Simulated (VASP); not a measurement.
Here is the system:

```
TlBr
1.0
    3.70021     0.00000     0.00000
    0.00000     3.70021     0.00000
    0.00000     0.00000     3.70021
Tl Br
1 1
Direct
  0.00000   0.00000   0.00000
  0.50000   0.50000   0.50000
```

Method: LDA (Ceperley-Alder, Perdew-Zunger), VASP's LDA PAW potentials (set 64) (plane waves; VASP). Run with 500 eV cut-off, 7×7×7 Γ-centred mesh, Gaussian smearing of 0.050 eV, potentials Tl_d Br.

Q: Predict the energy per atom (σ→0), pressure.

A: 
| Quantity | Value |
|---|---|
| energy per atom (σ→0) | -3236 meV/atom |
| pressure | 50.2 kbar |

The compound is TlBr in the CsCl type structure. It was relaxed first under an external pressure of 5 GPa.
